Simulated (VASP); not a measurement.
An input for Ansatz (written as the equivalent of a VASP run, and not itself run):

Ansatz 0.2 input:
```yaml
crystal:
  lattice:
    - [6.1569952, 0.0000000, 0.0000000]
    - [0.0000000, 6.1569952, 0.0000000]
    - [0.0000000, 0.0000000, 6.1569952]
  atoms:
    - { symbol: Cs, position: [0.0000000, 0.0000000, 0.0000000] }
    - { symbol: Sn, position: [0.5000000, 0.5000000, 0.5000000] }
    - { symbol: I, position: [0.5000000, 0.0000000, 0.5000000] }
    - { symbol: I, position: [0.0000000, 0.5000000, 0.5000000] }
    - { symbol: I, position: [0.5000000, 0.5000000, 0.0000000] }
kpoints:
  mp_grid: { grid: [4, 4, 4] }
hamiltonian:
  xc: pbesol
  pseudopotentials: { kind: paw }
scf:
  occupations: { method: gaussian, width: 0.05 }
  max_iter: 100
relax:
  max_steps: 40
  f_tol: 0.02
  cell: { p_target: 5 }
output: { forces: true, stress: true, eigenvalues: true }
```

Question: Translate this input to VASP (INCAR, KPOINTS, POSCAR, choice of POTCAR).

Answer: This is not unique; one that fits is 
File KPOINTS:
```
Automatic mesh
0
Gamma
4 4 4
0 0 0
```

### POSCAR
```
CsSnI3
1.0
  6.1569952078   0.0000000000   0.0000000000
  0.0000000000   6.1569952078   0.0000000000
  0.0000000000   0.0000000000   6.1569952078
Cs Sn I
1 1 3
Cart
  0.0000000000   0.0000000000   0.0000000000
  3.0784976039   3.0784976039   3.0784976039
  3.0784976039   0.0000000000   3.0784976039
  0.0000000000   3.0784976039   3.0784976039
  3.0784976039   3.0784976039   0.0000000000
```

**INCAR**
```
ALGO = Normal   # blocked Davidson
SIGMA = 0.05   # width (eV)
ISIF = 3   # ions, shape and volume
PSTRESS = 50
NELM = 100
LASPH = .TRUE.
NSW = 40   # most ionic steps
LMAXMIX = 4
ENCUT = 500
PREC = Accurate
LREAL = .FALSE.   # projection in real space or not
EDIFFG = -0.02   # ionic stop
LWAVE = .FALSE.
LCHARG = .FALSE.
SYSTEM = CsSnI3
EDIFF = 1E-6
ISMEAR = 0
IBRION = 2
GGA = PS
```

POTCAR, in this order: Cs_sv Sn_d I (PBE.64 set). Program: vasp_std.

The two are equivalent in intent, not identical: each code has its own PAW files, so the cut-off isn't converted (ENCUT is set for VASP's; basis.ecutwfc is left out, and Ansatz then takes the one that its files recommend); Ansatz stops its SCF on the density residual and VASP on the energy change (EDIFF).

The compound is CsSnI3 in the cubic perovskite structure, the ideal cubic form; the compound distorts at low or room temperature. This run relaxes it under an external pressure of 5 GPa. Symmetry was kept, so distortions that lower it aren't found.
